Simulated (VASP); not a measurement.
TaAs:

```
Ta As
1.0
    -1.72181    1.72181    5.86794
     1.72181   -1.72181    5.86794
     1.72181    1.72181   -5.86794
Ta As
2 2
Direct
  0.49997 0.99997 0.50000
  0.74997 0.74997 0.00000
  0.08263 0.58263 0.50000
  0.33263 0.33263 0.00000
```

The cell is a database's computed one.

* Program: VASP 6.6.1
* Task: relaxation of cell and atoms
* Functional: PBE
* Potentials or basis: VASP PAW PBE potentials, release 64 (Ta_pv, As)
* Cutoff: 600 eV
* k mesh: 16 × 16 × 16
* Occupations: methfessel-paxton, width 0.1 eV
* Spin: no spin polarisation

At the start: pressure 2.6 GPa; volume 17.40 Å³/atom.

Question: Where does the relaxation end?

Answer: Over 5 steps the energy falls by 2.2 meV/atom and the volume is 17.63 Å³/atom (+1.4 %); space group I4_1md (No. 109, to 0.05 Å).

Step by step:
```tsv
step	energy change (eV)	largest force (eV/Å)	pressure (GPa)	volume (Å³)
1	0.0000	0.0248	2.59	69.59
2	0.0192	0.0157	-4.50	72.45
3	-0.0083	0.0225	-0.06	70.58
4	-0.0085	0.0153	-0.03	70.56
5	-0.0086	0.0097	-0.01	70.53
```

Final structure:
```
Ta As
1.0
    -1.73310    1.73310    5.87056
     1.73310   -1.73310    5.87056
     1.73310    1.73310   -5.87056
Ta As
2 2
Direct
  0.50015 0.00015 0.50000
  0.75015 0.75015 0.00000
  0.08245 0.58245 0.50000
  0.33245 0.33245 0.00000
```
